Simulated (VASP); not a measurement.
Elastic constants (GPa) of a crystal from PBEsol GGA, VASP's PBE PAW potentials (set 64) in VASP:

```
       xx     yy     zz    yz    xz    xy
--  -----  -----  -----  ----  ----  ----
xx  201.2  122.6  109.0   0.0   0.0   0.0
yy  122.6  201.2  109.0   0.0   0.0   0.0
zz  109.0  109.0  217.7   0.0   0.0   0.0
yz    0.0    0.0    0.0  36.1   0.0   0.0
xz    0.0    0.0    0.0   0.0  36.1   0.0
xy    0.0    0.0    0.0   0.0   0.0  39.3
```

Question: Work out the Voigt, Reuss and Hill moduli, Young's modulus and Poisson's ratio.

Answer: All eigenvalues are positive (smallest 36.1 GPa), so the crystal is stable. K_V = (C11+C22+C33+2(C12+C13+C23))/9 = (620.1 + 2×340.6)/9 = 144.6 GPa; G_V = (620.1 − 340.6 + 3×111.5)/15 = 40.9 GPa. From the compliances, K_R = 144.6 GPa and G_R = 40.0 GPa. Hill: K = 144.6 GPa, G = 40.5 GPa, E = 9KG/(3K+G) = 111.1 GPa, ν = (3K−2G)/(2(3K+G)) = 0.372. K/G = 3.57, above Pugh's 1.75; universal anisotropy A^U = 0.11.

Question: With a density of 5.70 g/cm³, what are the mean sound speeds?

Answer: v_l = √((K+4G/3)/ρ) = 5.90 km/s and v_t = √(G/ρ) = 2.67 km/s. The crystal is ZnO (wurtzite), hexagonal.

The compound is ZnO in the wurtzite structure. It was relaxed first.
